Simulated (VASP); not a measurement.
Computed with RPBE GGA, VASP's PBE PAW potentials (set 64) (plane waves; VASP).

Input for VASP

KPOINTS:
```
Automatic mesh
0
Gamma
11 11 7
0 0 0
```

POSCAR:
```
Gd
1.0
  1.8981999506  -3.2877785202   0.0000000000
  1.8981999506   3.2877785202   0.0000000000
  0.0000000000   0.0000000000   5.8759121993
Gd
2
Cartesian
  1.8981999506   1.0959283653   1.4689780498
  1.8981999506  -1.0959283653   4.4069341495
```

INCAR:
```
SYSTEM  =  Gd
PREC  =  Accurate; ENCUT  =  520; LREAL  =  .FALSE.
LASPH  =  .TRUE.
EDIFF  =  1E-7; NELM  =  100; ALGO  =  Normal
LMAXMIX  =  6
ISMEAR  =  1; SIGMA  =  0.1
GGA  =  RP
IBRION  =  2; NSW  =  30; ISIF  =  4
EDIFFG  =  -0.01
LWAVE  =  .FALSE.; LCHARG  =  .FALSE.
```

POTCAR, in this order: Gd_3 (PBE.64 set). Program: vasp_std.

The 4f electrons are frozen in the core of the lanthanide potential, so 4f levels, which can set the real gap, and their magnetism are missing.

Q: What does the run give for the energy per atom (σ→0), band gap (on the k-mesh)?

A: 
```
Item                                                        Result
------------------------  ----------------------------------------
energy per atom (σ→0)                               -4.221 eV/atom
band gap (on the k-mesh)  none (metal, semimetal or under 0.01 eV)
```

### OSZICAR
```
...
DAV:   1    -0.844449332305E+01   -0.10732E-02   -0.51259E-02  1664   0.164E+00    0.147E-01
DAV:   2    -0.844385830429E+01    0.63502E-03   -0.79806E-04  1959   0.228E-01    0.875E-02
DAV:   3    -0.844356643769E+01    0.29187E-03   -0.39515E-04  2152   0.151E-01    0.388E-02
DAV:   4    -0.844356947594E+01   -0.30383E-05   -0.60375E-05  2186   0.529E-02    0.222E-02
DAV:   5    -0.844356961266E+01   -0.13672E-06   -0.17590E-06  2389   0.992E-03    0.187E-03
DAV:   6    -0.844356951030E+01    0.10236E-06   -0.18443E-07  1781   0.319E-03    0.102E-03
DAV:   7    -0.844356948519E+01    0.25116E-07   -0.25035E-08   937   0.129E-03
   3 F= -.84435695E+01 E0= -.84427833E+01  d E =-.578647E-03
```

The compound is Gd in the hcp structure. This cell is one point of a volume scan, at 1.06 of the reference volume. Symmetry was kept, so distortions that lower it aren't found.
